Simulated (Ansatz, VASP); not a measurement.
# BeZn2TeSe2: VASP beside Ansatz

One calculation is typed for both programs; each brings its own data sets. How far apart do they land? The cell is generated by rule, not measured, and may not be a known phase. The cell is taken from a series of runs on this material, whose earlier steps may have relaxed, scaled, displaced or heated it; both programs get it as it stands.

Main program and level: Ansatz 0.2.0; plane waves, with VASP 6.6.1 beside it; relaxation of cell and atoms at PBE.

## (1) Set-up

The structure is orthorhombic, space group Imm2 (No. 44). The conventional cell has a = 4.011 Å, b = 4.040 Å, c = 17.205 Å, α = 90.00°, β = 90.00°, γ = 90.00°. Nearest to Be lie 2 Se at 2.33 Å and 2 Te at 2.45 Å. Se has 4 Zn at 2.48 Å nearest. Se has 2 Be at 2.33 Å and 2 Zn at 2.49 Å nearest. Nearest to Te lie 2 Be at 2.45 Å and 2 Zn at 2.62 Å. Nearest to Zn lie 2 Se at 2.48 Å and 2 Te at 2.62 Å. Nearest to Zn lie 4 Se at 2.48 to 2.49 Å. Farther neighbours and most contacts between anions are not listed.

Coordinates:

```
Be Se Te Zn
1.0
     2.85664    2.85664    0.00000
    -2.83625    2.83625    0.00000
     2.84645    0.01020    8.60254
Be Se Te Zn
1 2 1 2
Direct
  0.67473 0.32527 0.65055
  0.41272 0.08728 0.17457
  0.74370 0.75630 0.51260
  0.09424 0.40576 0.81152
  0.99634 0.00366 0.00731
  0.32828 0.67172 0.34345
```

## (2) VASP: relaxation of cell and atoms, PBE, pair 1

The relaxed volume is the usual yardstick between codes: in a stiff, nearly cubic crystal its relative difference is about their pressure difference at one cell divided by the bulk modulus.

Lines of VASP's logs that name or quote its potential files are left out, and so is its time.

Input file INCAR:

```
SYSTEM = BeZn2TeSe2
PREC = Accurate
ENCUT = 600
EDIFF = 1E-07
NELM = 120
ISMEAR = 0
SIGMA = 0.02
LREAL = .FALSE.
ALGO = Normal
GGA = PE
NBANDS = 28
LORBIT = 11
LWAVE = .FALSE.
LCHARG = .FALSE.
ISIF = 3
IBRION = 2
NSW = 80
EDIFFG = -0.005
LASPH = .TRUE.
GGA_COMPAT = .FALSE.
NELMIN = 4
EFERMI = MIDGAP
KPAR = 2
```

Input file POSCAR:

```
BeZn2TeSe2
1.0
    2.8566420000      2.8566420000      0.0000000000
   -2.8362480000      2.8362480000      0.0000000000
    2.8464450000      0.0101970000      8.6025360000
Be Se Te Zn
1 2 1 2
Direct
    0.6747251624      0.3252748376      0.6505496751
    0.4127157968      0.0872842032      0.1745684063
    0.7437024972      0.7562978541      0.5125953556
    0.0942375016      0.4057624984      0.8115249968
    0.9963425320      0.0036574680      0.0073149360
    0.3282768012      0.6717231988      0.3434463977
```

Input file KPOINTS:

```
Automatic mesh
0
Gamma
6 6 6
0 0 0
```

Potentials, in the order of the species: Be, Se, Te and Zn (PBE family, release 64).

Command:

```bash
mpirun -np 2 vasp_std
```

Numbers of over 12 decimals in the logs are rounded to 6 here.

Output:

```text
[banner, memory and clock lines left out]
running    2 mpi-ranks, on    1 nodes
 distrk:  each k-point on    1 cores,    2 groups
 distr:  one band on    1 cores,    1 groups

 POSCAR found type information on POSCAR BeSeTeZn
 POSCAR found :  4 types and       6 ions
 LDA part: xc-table for (Slater+PW92), standard interpolation
 POSCAR, INCAR and KPOINTS ok, starting setup
 FFT: planning ... GRIDC
 FFT: planning ... GRID_SOFT
 FFT: planning ... GRID
 WAVECAR not read
 entering main loop
       N       E                     dE             d eps       ncg     rms          rms(c)
DAV:   1     0.304501454099E+03    0.30450E+03   -0.21360E+04  2576   0.180E+03
DAV:   2     0.143550276208E+02   -0.29015E+03   -0.28046E+03  2644   0.368E+02
DAV:   3    -0.191968860135E+02   -0.33552E+02   -0.32826E+02  3020   0.120E+02
DAV:   4    -0.203539178549E+02   -0.11570E+01   -0.11545E+01  3168   0.207E+01
DAV:   5    -0.203675076840E+02   -0.13590E-01   -0.13587E-01  3448   0.222E+00    0.734E+00
DAV:   6    -0.196848555990E+02    0.68265E+00   -0.17500E+00  3488   0.356E+01    0.549E+00
DAV:   7    -0.196520051355E+02    0.32850E-01   -0.10955E+00  3004   0.629E+00    0.211E+00
DAV:   8    -0.196541710969E+02   -0.21660E-02   -0.69876E-02  3112   0.454E+00    0.616E-01
DAV:   9    -0.196546266733E+02   -0.45558E-03   -0.16540E-02  3220   0.368E+00    0.223E-01
DAV:  10    -0.196548134526E+02   -0.18678E-03   -0.30081E-03  3236   0.119E+00    0.144E-01
DAV:  11    -0.196550010728E+02   -0.18762E-03   -0.90097E-04  3284   0.660E-01    0.420E-02
DAV:  12    -0.196550632369E+02   -0.62164E-04   -0.50230E-04  2900   0.360E-01    0.212E-02
DAV:  13    -0.196550694941E+02   -0.62572E-05   -0.43685E-05  3272   0.637E-02    0.107E-02
DAV:  14    -0.196550776320E+02   -0.81379E-05   -0.11535E-05  2788   0.545E-02    0.334E-03
DAV:  15    -0.196550783874E+02   -0.75532E-06   -0.24812E-06  3092   0.187E-02    0.156E-03
DAV:  16    -0.196550785236E+02   -0.13630E-06   -0.42391E-07  3012   0.109E-02    0.121E-03
DAV:  17    -0.196550785600E+02   -0.36331E-07   -0.18112E-07  2304   0.346E-03
   1 F= -.19655079E+02 E0= -.19655079E+02  d E =-.196551E+02
[...]
2 F= -.19655401E+02 E0= -.19655401E+02  d E =-.322431E-03
[...]
3 F= -.19655412E+02 E0= -.19655412E+02  d E =-.333389E-03
[...]
4 F= -.19655411E+02 E0= -.19655411E+02  d E =-.332868E-03
[...]
5 F= -.19655425E+02 E0= -.19655425E+02  d E =-.139992E-04
 trial-energy change:   -0.000014  1 .order   -0.000013   -0.000018   -0.000009
 step:   1.5205(harm=  1.9655)  dis= 0.00066  next Energy=   -19.655428 (dE=-0.166E-04)
 bond charge predicted
       N       E                     dE             d eps       ncg     rms          rms(c)
DAV:   1    -0.196554347424E+02   -0.93196E-05   -0.27344E-04  2664   0.108E-01    0.154E-02
DAV:   2    -0.196554312980E+02    0.34444E-05   -0.12342E-05  3268   0.520E-02    0.867E-03
DAV:   3    -0.196554297215E+02    0.15764E-05   -0.21506E-06  3164   0.157E-02    0.308E-03
DAV:   4    -0.196554296578E+02    0.63714E-07   -0.84905E-07  2908   0.646E-03
   6 F= -.19655430E+02 E0= -.19655430E+02  d E =-.182297E-04
 curvature:  -0.82 expect dE=-0.343E-05 dE for cont linesearch -0.970E-06
 trial: gam=-0.09608 g(F)=  0.280E-05 g(S)=  0.137E-05 ort = 0.473E-05 (trialstep = 0.108E+01)
 search vector abs. value=  0.343E-05
 reached required accuracy - stopping structural energy minimisation
```

From OUTCAR (step 2):

```text
ion  position               nearest neighbor table
   1  0.675  0.325  0.651-   3 2.33   3 2.33   4 2.45   4 2.45
   2  0.413  0.087  0.175-   6 2.48   6 2.48   5 2.48   5 2.48
   3  0.744  0.756  0.513-   1 2.33   1 2.33   6 2.49   6 2.49
   4  0.094  0.406  0.812-   1 2.45   1 2.45   5 2.62   5 2.62
   5  0.996  0.004  0.007-   2 2.48   2 2.48   4 2.62   4 2.62
   6  0.328  0.672  0.343-   2 2.48   2 2.48   3 2.49   3 2.49

  LATTYP: Found a body centered orthorhombic cell.
 ALAT       =     4.0110603879
 B/A-ratio  =     1.0071904855
 C/A-ratio  =     4.2894073727

 Subroutine GETGRP returns: Found  4 space group operations
 (whereof  4 operations were pure point group operations)

The static configuration has the point symmetry C_2v.

 Found     46 irreducible k-points:

   k-points           NKPTS =     46   k-points in BZ     NKDIM =     46   number of bands    NBANDS=     28

   dimension x,y,z NGX =    32 NGY =   32 NGZ =   72
   dimension x,y,z NGXF=    64 NGYF=   64 NGZF=  144

   ENCUT  =  600.0 eV  44.10 Ry    6.64 a.u.   8.07  8.01 18.10*2*pi/ulx,y,z

   NELECT =      44.0000    total number of electrons

 k-points in reciprocal lattice and weights: Automatic mesh
   0.00000000  0.00000000  0.00000000       0.005
   0.16666667  0.00000000  0.00000000       0.019
   0.33333333  0.00000000  0.00000000       0.019
   0.50000000  0.00000000  0.00000000       0.009
   0.00000000  0.16666667  0.00000000       0.019
   0.16666667  0.16666667  0.00000000       0.019
   0.33333333  0.16666667  0.00000000       0.037
   0.50000000  0.16666667  0.00000000       0.037
  -0.33333333  0.16666667 -0.00000000       0.037
[...]
0.00000000  0.33333333  0.33333333       0.009
   0.00000000  0.00000000  0.50000000       0.005

 average (electrostatic) potential at core
       1 -37.3734       2 -55.2142       3 -55.2390       4 -90.9214       5 -36.3278
       6 -36.3093

 E-fermi :   3.4671

 k-point     1 :       0.0000    0.0000    0.0000
  band No.  band energies     occupation
    ...
     18       0.8154      2.00000
     19       1.0397      2.00000
     20       2.3648      2.00000
     21       2.5155      2.00000
     22       2.7888      2.00000
     23       4.1455      0.00000
     24       5.2499      0.00000
     25       5.7457      0.00000
     26       6.3420      0.00000
     27       6.6206      0.00000
    ...

 k-point     2 :       0.1667    0.0000    0.0000
  band No.  band energies     occupation
    ...
     18       0.6039      2.00000
     19       1.1002      2.00000
     20       1.1762      2.00000
     21       2.0264      2.00000
     22       2.7350      2.00000
     23       5.0364      0.00000
     24       5.6623      0.00000
     25       6.4455      0.00000
     26       6.9502      0.00000
     27       7.3426      0.00000
    ...

 k-point     3 :       0.3333    0.0000    0.0000
  band No.  band energies     occupation
    ...
     18       0.3901      2.00000
     19       1.0738      2.00000
     20       1.1959      2.00000
     21       1.4357      2.00000
     22       2.6252      2.00000
     23       5.5750      0.00000
     24       5.7268      0.00000
     25       6.4884      0.00000
     26       7.6411      0.00000
     27       7.8916      0.00000
    ...

  Total       -0.0042176     -0.0042176     -0.0115308     -0.0009412      0.0000000      0.0000000
  in kB       -0.0483020     -0.0483020     -0.1320561     -0.0107794      0.0000000      0.0000000
  external PRESSURE =      -0.0762201 kB  Pullay stress =       0.0000000 kB

  energy-cutoff  :      600.00
  volume of cell :      139.90
      direct lattice vectors                 reciprocal lattice vectors
     2.858519111  2.858519111  0.000000000     0.174915745  0.174915745 -0.058063159
    -2.841649419  2.841649419 -0.000000000    -0.175954147  0.175954147  0.058063159
     2.850084265  0.008434846  8.611312451    -0.000000000  0.000000000  0.116126317

 POSITION                                       TOTAL-FORCE (eV/Angst)
 -----------------------------------------------------------------------------------
      2.85852      2.85852      5.60061        -0.000000      0.000000     -0.003600
      1.42926      1.42926      1.50317         0.000000     -0.000000      0.004938
      1.43769      4.27934      4.41425         0.000000     -0.000000      0.001949
      1.42926      1.42926      6.98931        -0.000000     -0.000000      0.001870
      2.85852      2.85852      0.06276         0.000000      0.000000     -0.002515
      0.00843      2.85008      2.95818        -0.000000      0.000000     -0.002642
 -----------------------------------------------------------------------------------
    total drift:                                0.000386     -0.000365      0.000143

  FREE ENERGIE OF THE ION-ELECTRON SYSTEM (eV)
  ---------------------------------------------------
  free  energy   TOTEN  =       -19.6554296578 eV

  energy  without entropy=      -19.6554296578  energy(sigma->0) =      -19.65542966

 reached required accuracy - stopping structural energy minimisation

 total charge
# of ion       s       p       d       tot
------------------------------------------
    1        0.357   0.517   0.000   0.874
    2        1.437   2.409   0.028   3.874
    3        1.434   2.419   0.026   3.878
    4        1.338   2.123   0.029   3.490
    5        0.543   0.436   9.772  10.751
    6        0.528   0.421   9.782  10.731
--------------------------------------------------
tot          5.637   8.324  19.638  33.599

[... 3 further parts left out ...]
```

The gap is read on the k-mesh alone, so it is an upper bound where the band edges lie off the mesh. The run keeps the 4 symmetry operations of its start, so it cannot find a distortion of lower symmetry.

## (3) Ansatz: relaxation of cell and atoms, PBE, pair 1

Ansatz runs on its default PAW (the set named soft_2) files.

The same cell, functional, mesh and smearing now go to Ansatz, which takes its cutoff from its data sets.

Input file input.yaml:

```yaml
crystal:
  lattice:
    - [2.8566424943, 2.8566424943, 0.0]
    - [-2.8362481802, 2.8362481802, 0.0]
    - [2.8464453373, 0.0101971571, 8.6025356715]
  atoms:
    - { symbol: Be, position: [0.6747251347, 0.3252748653, 0.6505497307] }
    - { symbol: Se, position: [0.4127157721, 0.0872842279, 0.1745684559] }
    - { symbol: Se, position: [0.7437022937, 0.7562977063, 0.5125954125] }
    - { symbol: Te, position: [0.094237472, 0.405762528, 0.8115250561] }
    - { symbol: Zn, position: [-0.0036574443, 0.0036574443, 0.0073148887] }
    - { symbol: Zn, position: [0.3282767719, 0.6717232281, 0.3434464562] }
kpoints:
  mp_grid: { grid: [6, 6, 6] }
hamiltonian:
  xc: pbe
scf:
  occupations: { method: gaussian, width: 0.02 }
output:
  forces: true
  stress: true
  eigenvalues: true
  write_density: true
  write_potential: true
  elf: true
  volumetric_format: npy
relax:
  adjacent_minimum: "off"
  f_tol: 0.005
  max_steps: 80
  cell: { stress_tol: 0.05 }
```

Command:

```bash
ansatz run input.yaml --threads 8 --pin off --max-ram 14336MiB --backend cpu --events-out ev --progress --plain --runs-dir out
```

Output:

```text
Engine: ansatz 0.2.0, aarch64-unknown-linux-gnu
Pseudopotentials: kind: paw
Pseudopotential: Be, paw, valence charge 2, recommended cutoff 420 eV (normal), Be.paw.azcp
Pseudopotential: Se, paw, valence charge 16, recommended cutoff 420 eV (normal), Se.paw.azcp
Pseudopotential: Te, paw, valence charge 16, recommended cutoff 420 eV (normal), Te.paw.azcp
Pseudopotential: Zn, paw, valence charge 12, recommended cutoff 420 eV (normal), Zn.paw.azcp
Functional definition: PBE
  parameter kappa = 0.804
  parameter beta = 0.066725
  exchange = pbe_x(kappa = kappa, mu = beta*pi^2/3)
  correlation = pbe_c(beta = beta)
Crystal: 6 atoms, lattice volume = 139.398 Å³
Basis set: ecut = 420 eV, 2737 PW (Γ), exchange–correlation on 60×54×128 points (8 copies of the dense FFT grid, shifted against one another)
Bands: 45, of which v1, the nominal top of the filled ones, is band 37 counted from 1 (36 counted from 0)
Symmetry: 4 space group operations
Space group: Imm2 (ITA 44), of the structure as read, at distance tolerance 5.2e-5 Å
k-points: 46 of 216 (time reversal used)
Non-local potential: Be, projectors of the file, l = 0: 2, l = 1: 2, l = 2: 1
Non-local potential: Se, projectors of the file, l = 0: 2, l = 1: 2, l = 2: 3, l = 3: 1
Non-local potential: Te, projectors of the file, l = 0: 2, l = 1: 2, l = 2: 2, l = 3: 2
Non-local potential: Zn, projectors of the file, l = 0: 2, l = 1: 2, l = 2: 3, l = 3: 1
PAW form: soft (Blöchl's): semilocal exchange-correlation on the pseudo side does not see the compensation charge
PAW one-centre angular grid: Be, 110 points (default); XC on 64 Gauss nodes
PAW one-centre angular grid: Se, 590 points (default); XC on 64 Gauss nodes
PAW one-centre angular grid: Te, 590 points (default); XC on 64 Gauss nodes
PAW one-centre angular grid: Zn, 590 points (default); XC on 64 Gauss nodes
Initial density: superposition of atomic densities (neutral atoms: chi_scale 0, normalization atom), corrected by the library's trained network
Initial wavefunctions: pseudopotential atomic-orbital guess
Functional: x = pbe(κ = 0.804, μ = 0.219515), c = pbe(β = 0.066725)
SCF iter   1: F=—  HF=-24652.478242 eV  |F-HF|=—  |Δ(HF+E_count)|=         —  Δρ=8.66e-4  dr2=2.30e-3  ethr=1.77e-3  ⟨swp⟩=9.2  Hψ=9438  notcnv=0  defer=1
preconditioner: auto → Resta (q_TF=auto, 2.455 Å⁻¹)  ε∞=5.0  [insulator: Δε(μ)=1.377 eV  Ē_g=10.407 eV  σ=0.020 eV  W_gap=1.00  n_scr=42 (ndim 8)  ℏωp=20.9 eV  f_vac=0.076  D(μ)=0.00/eV (n_scr^D=0)  ε∞_Penn≈5.0]
SCF iter   2: F=—  HF=-24652.478195 eV  |F-HF|=—  |Δ(HF+E_count)|=   4.73e-5  Δρ=5.96e-4  dr2=1.60e-3  ethr=3.11e-6  ⟨swp⟩=2.6  Hψ=4074  notcnv=0  defer=104
SCF iter   3: F=—  HF=-24652.477931 eV  |F-HF|=—  |Δ(HF+E_count)|=   2.64e-4  Δρ=2.47e-4  dr2=2.32e-4  ethr=2.16e-6  ⟨swp⟩=2.0  Hψ=2392  notcnv=0  defer=104
SCF iter   4: F=—  HF=-24652.477934 eV  |F-HF|=—  |Δ(HF+E_count)|=   3.25e-6  Δρ=1.36e-4  dr2=2.49e-5  ethr=3.14e-7  ⟨swp⟩=2.0  Hψ=3442  notcnv=0  defer=104
SCF iter   5: F=—  HF=-24652.477946 eV  |F-HF|=—  |Δ(HF+E_count)|=   1.21e-5  Δρ=9.68e-5  dr2=1.22e-5  ethr=3.36e-8  ⟨swp⟩=2.0  Hψ=3660  notcnv=0  defer=104
SCF iter   6: F=—  HF=-24652.477946 eV  |F-HF|=—  |Δ(HF+E_count)|=   1.07e-7  Δρ=3.39e-5  dr2=3.12e-6  ethr=1.65e-8  ⟨swp⟩=2.0  Hψ=2785  notcnv=0  defer=104
SCF iter   7: F=—  HF=-24652.477946 eV  |F-HF|=—  |Δ(HF+E_count)|=   1.68e-7  Δρ=1.44e-5  dr2=6.08e-7  ethr=4.22e-9  ⟨swp⟩=2.0  Hψ=3660  notcnv=0  defer=104
SCF iter   8: F=-24652.477947 eV  HF=-24652.477947 eV  |F-HF|=2.41e-8  |Δ(HF+E_count)|=   3.60e-7  Δρ=5.73e-6  dr2=6.22e-8  ethr=1.35e-10  ⟨swp⟩=11.9  Hψ=15535  notcnv=0
SCF 1 converged in 8 iterations: F = -24652.477947 eV  dr2 = 6.22e-8
  greatest PAW one-centre occupation: 1.000 electrons in one spin orbital (limit 2), on the Se atom at site 1 (counted from 0), in its partial waves of l = 2
relax step   1: F+E_penalty+E_count = -24652.47794674 eV  Δ(F+E_penalty+E_count) = +0.000e0 eV  max|allowed force component| = 1.061e-2 eV/Å  Δτ_max = 0.0000 Å  P = +0.049 GPa  Ω = 139.398 Å³  (8 SCF iters, dr2 threshold 1.00e-7 eV, accepted)
[...]
relax step   2: F+E_penalty+E_count = -24652.47794956 eV  Δ(F+E_penalty+E_count) = -2.819e-6 eV  max|allowed force component| = 2.091e-2 eV/Å  Δτ_max = 0.0043 Å  P = -0.023 GPa  Ω = 139.572 Å³  energy of the carried Pulay correction = -4.494e-5 eV  (6 SCF iters, dr2 threshold 4.46e-8 eV, accepted)
[...]
relax step   3: F+E_penalty+E_count = -24652.47801114 eV  Δ(F+E_penalty+E_count) = -6.158e-5 eV  max|allowed force component| = 3.926e-3 eV/Å  Δτ_max = 0.0022 Å  P = -0.000 GPa  Ω = 139.519 Å³  energy of the carried Pulay correction = -3.122e-5 eV  (5 SCF iters, dr2 threshold 2.73e-8 eV, accepted)
[...]
relax step   4: F+E_penalty+E_count = -24652.47804594 eV  Δ(F+E_penalty+E_count) = -3.480e-5 eV  max|allowed force component| = 3.925e-3 eV/Å  Δτ_max = 0.0000 Å  P = -0.000 GPa  Ω = 139.519 Å³  stress off target by 1.38e-2 GPa  SCF on the basis re-selected at this cell (its energy is not comparable with the rows above)  (7 SCF iters)
basis re-selected at this cell: Δ(F+E_penalty+E_count) = -3.480e-5 eV, ΔP = +0.000 GPa vs the last step (what re-selecting the basis moved, of the pressure what is left beyond the Pulay correction that the steps carried, after the strain that the cell walked since its last selection, with what the two solves' SCF thresholds leave and, on support functions, any second-order correction that the steps lacked; it is no measure of the basis error at this ecutwfc). The dense FFT grid was sized anew with the basis: this SCF ran on 27×27×64 points, the steps before it on 30×27×64, so part of this shift can come from that change (see relax.cell in the input reference). [rest of the remark cut]
SCF converged after 7 iterations
Free energy (F): -24652.478046 eV
Harris-Foulkes:  -24652.478046 eV  (|F-HF|=0.00e0)
Internal energy: -24652.478046 eV  (E = F + TS)
E sigma→0 (E₀):  -24652.478046 eV
Fermi energy:    7.608331 eV
--- Per-component energies (eV) ---
  E_band       = -1051.218984
  E_kinetic    = 697.931280
  E_local      = -10579.598615  (includes V_loc(G=0)·N_el)
  E_nonlocal   = -268.825779
  E_hartree    = 5130.877608
  E_xc         = -625.432024
  E_vxc        = -423.448203  (∫ρ·V_xc dr)
  E_paw        = -12201.316119  (= ΣΔE_a)
  E_vpaw       = -739.030790  (= ΣTr[D̂ρ^β])
  E_aug_tail   = -0.002106  (compensation charges beyond the density's cutoff)
  E_ewald      = -6806.112291
  E_smearing   = -0.000000  (= −TS)
  E_closure    = 0.000000  (closes the sum)
  Σ components = -24652.478046   (vs F -24652.478046, Δ=0.00e0)
--- Forces (eV/Å), atoms counted from 1 ---
  atom   1  Be     0.00000000     0.00000000     0.00351646
  atom   2  Se    -0.00000000    -0.00000000    -0.00310876
  atom   3  Se    -0.00000000    -0.00000000    -0.00340758
  atom   4  Te    -0.00000000    -0.00000000    -0.00257341
  atom   5  Zn     0.00000000     0.00000000     0.00164870
  atom   6  Zn     0.00000000     0.00000000     0.00392475
  max |Σ_I F_I| component: 1.66e-7 eV/Å
--- Stress (GPa, compression-positive) ---
        0.000484      -0.013353       0.000000
       -0.013353       0.000484       0.000000
        0.000000       0.000000      -0.001761
  P = ⅓ Tr σ = -0.0003 GPa (-0.003 kbar)
--- Band table (eV; the first three rows and the last of 46) ---
  k-point 0: bands = [... 33 lower, 5.1684, 6.5019, 6.6536, 6.9242, 8.2925, 9.3897, 9.8885, 10.4891, ... 4 higher]
  k-point 1: bands = [... 33 lower, 5.2439, 6.1660, 6.5571, 6.8502, 8.5939, 9.3849, 9.9473, 10.3997, ... 4 higher]
  k-point 2: bands = [... 33 lower, 5.4313, 5.5229, 6.3167, 6.6878, 8.9522, 9.5706, 9.9689, 10.4981, ... 4 higher]
  k-point 45: bands = [... 33 lower, 4.0214, 4.1270, 4.4038, 4.4753, 9.5107, 9.6914, 10.0744, 10.6706, ... 4 higher]
--- Relaxed structure (3 steps of the walk, 3 accepted, 1 SCFs on fresh bases) ---
  F+E_penalty+E_count = -24652.47804594 eV   max|allowed force component| = 3.925e-3 eV/Å   (the final SCF, on the basis selected at the relaxed cell)
  cell:  # Å, volume = 139.5189 Å³
    - [2.855602, 2.855602, -1.659737656313024e-11]
    - [-2.839646, 2.839646, -1.307411251186231e-19]
    - [2.847624, 0.00797801, 8.602823]
  atoms:
    - { symbol: Be, position: [0.674847, 0.325153, 0.650306] }
    - { symbol: Se, position: [0.412660, 0.087340, 0.174681] }
    - { symbol: Se, position: [0.743742, 0.756258, 0.512517] }
    - { symbol: Te, position: [0.094144, 0.405856, 0.811712] }
    - { symbol: Zn, position: [-0.00369744, 0.00369744, 0.00739489] }
    - { symbol: Zn, position: [0.328305, 0.671695, 0.343390] }
```

[end of part 1 of 2]

[Lines on the potential files, build, host, timing and source positions are cut from VASP's logs without a mark.]

[Logs are printed without paths, hosts, clocks, repeated set-up lines and the standing remarks that a program may print on its own settings, such as how far it seeks lower states.]

[Hosts, paths, dates, database ids (printed as entryN), source tags and the programs' standing remarks are cut or masked in the printed files.]
